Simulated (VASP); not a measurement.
Given:

```xyz
2
Lattice="0.0000 2.4900 2.4900 2.4900 0.0000 2.4900 2.4900 2.4900 0.0000" Properties=species:S:1:pos:R:3 pbc="T T T"
Gd     0.0000     0.0000     0.0000
N      2.4900     2.4900     2.4900
```

The numbers are results of SCAN meta-GGA, VASP's PBE PAW potentials (set 64) (plane waves; VASP), not measurements. Numerical set-up: 520 eV cut-off, 8×8×8 Γ-centred mesh, Gaussian smearing of 0.050 eV, potentials Gd_3 N.

The 4f electrons are frozen in the core of the lanthanide potential, so 4f levels, which can set the real gap, and their magnetism are missing. Energy and stress use the plane-wave basis of the starting cell.

The ions, cell shape and volume are relaxed. Give the cell that the relaxation ends in.

```xyz
2
Lattice="0.0000 2.4730 2.4730 2.4730 0.0000 2.4730 2.4730 2.4730 0.0000" Properties=species:S:1:pos:R:3 pbc="T T T"
Gd     0.0000     0.0000     0.0000
N      2.4730     2.4730     2.4730
```
Space group Fm-3m (225), at a tolerance of 0.03 Å.

How do energy and volume change from the first to the last step?

The energy (σ→0) changes by -4.1 meV/atom and the volume by -2.0 %, in 4 ionic steps.

The compound is GdN in the rock salt structure. This run relaxes it. Symmetry was kept, so distortions that lower it aren't found.
